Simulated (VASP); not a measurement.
Here is the system:

```
CELL_PARAMETERS angstrom
      1.65750    -2.87087     0.00000
      1.65750     2.87087     0.00000
      0.00000     0.00000     5.31420
ATOMIC_POSITIONS crystal
  Zn 0.66667 0.33333 0.50000
  Zn 0.33333 0.66667 0.00000
  O  0.66667 0.33333 0.88200
  O  0.33333 0.66667 0.38200
```

Level of theory: PBE GGA, VASP's PBE PAW potentials (set 64) (plane waves; VASP). Run with 520 eV cut-off, 6×6×3 Γ-centred mesh, Gaussian smearing of 0.050 eV, potentials Zn O.

Q: What does the run give for the energy per atom (σ→0), pressure, band gap (on the k-mesh) with the smallest direct gap where there is one?

A: 
* **band gap (on the k-mesh)**: 0.70 eV
* **smallest direct gap (on the k-mesh)**: 0.70 eV
* **energy per atom (σ→0)**: -4.463 eV/atom
* **pressure**: -2.31 GPa

The absolute energy has meaning only against runs of the same code, potentials and settings.

The compound is ZnO in the wurtzite structure. The cell was not relaxed at this level.
